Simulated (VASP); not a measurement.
```
CELL_PARAMETERS angstrom
      0.00000     2.72500     2.72500
      2.72500     0.00000     2.72500
      2.72500     2.72500     0.00000
ATOMIC_POSITIONS crystal
  Ga 0.00000 0.00000 0.00000
  P  0.25000 0.25000 0.25000
```

Level of theory: G0W0 on PBE orbitals, VASP's PBE PAW potentials (set 64) (plane waves; VASP). Settings: PREC = Normal, 500 eV cut-off, 4×4×4 Γ-centred mesh, Gaussian smearing of 0.010 eV, potentials Ga_d_GW P_GW.

The mesh is coarse and the basis finite, so the quasiparticle values are not converged.

NBANDS = 320, ENCUTGW = 300 eV, NOMEGA = 64. The PBE levels (eV) that the step starts from are:

| state | KS energy | filling |
|---|---|---|
| k1 (0.00, 0.00, 0.00), band 6 | -8.09 | 2 |
| k1 (0.00, 0.00, 0.00), band 7 | 4.41 | 2 |
| k1 (0.00, 0.00, 0.00), band 8 | 4.41 | 2 |
| k1 (0.00, 0.00, 0.00), band 9 | 4.41 | 2 |
| k1 (0.00, 0.00, 0.00), band 10 | 6.22 | 0 |
| k1 (0.00, 0.00, 0.00), band 11 | 8.26 | 0 |
| k1 (0.00, 0.00, 0.00), band 12 | 8.26 | 0 |
| k1 (0.00, 0.00, 0.00), band 13 | 8.26 | 0 |
| k5 (0.50, 0.25, 0.00), band 6 | -5.70 | 2 |
| k5 (0.50, 0.25, 0.00), band 7 | -1.74 | 2 |
| k5 (0.50, 0.25, 0.00), band 8 | 1.16 | 2 |
| k5 (0.50, 0.25, 0.00), band 9 | 2.37 | 2 |
| k5 (0.50, 0.25, 0.00), band 10 | 6.85 | 0 |
| k5 (0.50, 0.25, 0.00), band 11 | 9.32 | 0 |
| k5 (0.50, 0.25, 0.00), band 12 | 10.98 | 0 |
| k5 (0.50, 0.25, 0.00), band 13 | 11.44 | 0 |

Question: Give the quasiparticle energies and renormalisation factors Z.

Answer: 
```json
[
 {"state": "k1 (0.00, 0.00, 0.00), band 6", "QP energy (eV)": "-8.71", "Z": "0.65"},
 {"state": "k1 (0.00, 0.00, 0.00), band 7", "QP energy (eV)": "3.71", "Z": "0.76"},
 {"state": "k1 (0.00, 0.00, 0.00), band 8", "QP energy (eV)": "3.71", "Z": "0.76"},
 {"state": "k1 (0.00, 0.00, 0.00), band 9", "QP energy (eV)": "3.71", "Z": "0.76"},
 {"state": "k1 (0.00, 0.00, 0.00), band 10", "QP energy (eV)": "6.39", "Z": "0.77"},
 {"state": "k1 (0.00, 0.00, 0.00), band 11", "QP energy (eV)": "8.33", "Z": "0.77"},
 {"state": "k1 (0.00, 0.00, 0.00), band 12", "QP energy (eV)": "8.33", "Z": "0.77"},
 {"state": "k1 (0.00, 0.00, 0.00), band 13", "QP energy (eV)": "8.33", "Z": "0.77"},
 {"state": "k5 (0.50, 0.25, 0.00), band 6", "QP energy (eV)": "-6.36", "Z": "0.69"},
 {"state": "k5 (0.50, 0.25, 0.00), band 7", "QP energy (eV)": "-2.44", "Z": "0.71"},
 {"state": "k5 (0.50, 0.25, 0.00), band 8", "QP energy (eV)": "0.41", "Z": "0.74"},
 {"state": "k5 (0.50, 0.25, 0.00), band 9", "QP energy (eV)": "1.60", "Z": "0.75"},
 {"state": "k5 (0.50, 0.25, 0.00), band 10", "QP energy (eV)": "6.83", "Z": "0.77"},
 {"state": "k5 (0.50, 0.25, 0.00), band 11", "QP energy (eV)": "9.40", "Z": "0.75"},
 {"state": "k5 (0.50, 0.25, 0.00), band 12", "QP energy (eV)": "10.97", "Z": "0.75"},
 {"state": "k5 (0.50, 0.25, 0.00), band 13", "QP energy (eV)": "11.52", "Z": "0.74"}
]
```
On the mesh the gap opens from 1.63 to 2.18 eV.

The compound is GaP in the zinc blende structure. The cell was not relaxed at this level. The k-mesh is coarse (spacing up to 0.50 per Å, 2π included), so the numbers may not be converged in it.
